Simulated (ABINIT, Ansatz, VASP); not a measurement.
Hf (P6_3/mmc, 2 atoms in the cell) computed with different codes at matched settings

Self-consistent single point, at a second geometry (lattice scaled by 0.98). First geometry:

```xyz
2
Lattice="1.5786 -2.7342 0.0000 1.5786 2.7342 0.0000 0.0000 0.0000 4.9980" Properties=species:S:1:pos:R:3 pbc="T T T"
Hf     1.5786     0.9114     1.2495
Hf     1.5786    -0.9114     3.7485
```

Shared settings, as Ansatz (a quantum-chemistry and plane-wave program) writes them: kpoints.mp_grid.grid = 8 8 5; scf.occupations.method = gaussian; scf.occupations.width = 0.0073 Ry. Potentials and cutoffs stand in the table.

```json
[
 {"code": "VASP", "model": "PBE, VASP's PBE PAW potentials (set 64)", "ΔF from the first geometry (meV/atom)": "71.0", "pressure (GPa)": "12.83", "cutoff": "300 eV"},
 {"code": "ABINIT", "model": "PBE, norm-conserving pseudopotentials (PseudoDojo nc-sr-05 PBE standard)", "ΔF from the first geometry (meV/atom)": "75.0", "pressure (GPa)": "13.89", "cutoff": "789 eV"},
 {"code": "Ansatz", "model": "PBE, default PAW files", "ΔF from the first geometry (meV/atom)": "73.4", "pressure (GPa)": "13.58", "cutoff": "default"}
]
```

For VASP (by 0.5 GPa) the energy change implies a higher mean pressure, against the two pressures, than for the other programs: a sign of finite-basis (Pulay) stress.

On Ansatz's run: spin-orbit coupling is off.

The spread over the programs that give each value: ΔF from the first geometry within 4.0 meV/atom; pressure within 1.06 GPa.

Ansatz's pressure is given at a fixed set of plane waves, as the other plane-wave codes print theirs; with its correction for the finite basis it is 13.63 GPa.

VASP's run is marked for a possible Pulay error in its stress at this cutoff; no cutoff test was made.

The starting cell has typed, rounded lattice constants, without a prior relaxation at this level. Its lattice was rescaled by a random factor within 2.5 % of one. For this run, on top of that: lattice scaled by 0.98.

Left out of this page: Quantum ESPRESSO, GPAW, CP2K, Elk, FLEUR and SIESTA (not drawn, or without a comparable value).

Keys are those of Ansatz 0.2.
